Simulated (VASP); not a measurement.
Data:

```
CELL_PARAMETERS angstrom
      0.00000     1.93587     1.93587
      1.93587     0.00000     1.93587
      1.93587     1.93587     0.00000
ATOMIC_POSITIONS crystal
  Pd 0.00000 0.00000 0.00000
```

These are PBEsol GGA, VASP's PBE PAW potentials (set 64) (plane waves; VASP) values and carry that method's errors. Numerical set-up: 480 eV cut-off, 16×16×16 Γ-centred mesh, first-order Methfessel-Paxton smearing of 0.10 eV, potentials Pd.

Question: What does the run give for the energy per atom (σ→0), band gap (on the k-mesh) with the smallest direct gap where there is one?

Answer: 
The band gap (on the k-mesh) is none (metal, semimetal or under 0.01 eV) and the energy per atom (σ→0) is -5.959 eV/atom.

Total energies compare only between runs with the same potentials, cut-off and functional.

The compound is Pd in the fcc structure. It was relaxed first.
